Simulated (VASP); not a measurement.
Here is the system:

```
CELL_PARAMETERS angstrom
      0.00000     2.21944     2.21944
      2.21944     0.00000     2.21944
      2.21944     2.21944     0.00000
ATOMIC_POSITIONS crystal
  Hf 0.00000 0.00000 0.00000
  N  0.50000 0.50000 0.50000
```

Method: LDA (Ceperley-Alder, Perdew-Zunger), VASP's LDA PAW potentials (set 64) (plane waves; VASP). Settings: 620 eV cut-off, 14×14×14 Γ-centred mesh, first-order Methfessel-Paxton smearing of 0.10 eV, potentials Hf_pv N.

Unless said otherwise, spin-orbit coupling is left out, though it shifts the bands of the heavy elements here.

**Question.** Estimate the energy per atom (σ→0), pressure, band gap (on the k-mesh) with the smallest direct gap where there is one.

**Answer.** 
```yaml
band gap (on the k-mesh): none (metal, semimetal or under 0.01 eV)
energy per atom (σ→0): -11.931 eV/atom
pressure: 4.97 GPa
```

The compound is HfN in the rock salt structure. It was relaxed first under an external pressure of 5 GPa. The electron count is odd and the run is not spin-polarised, which forces a metal.
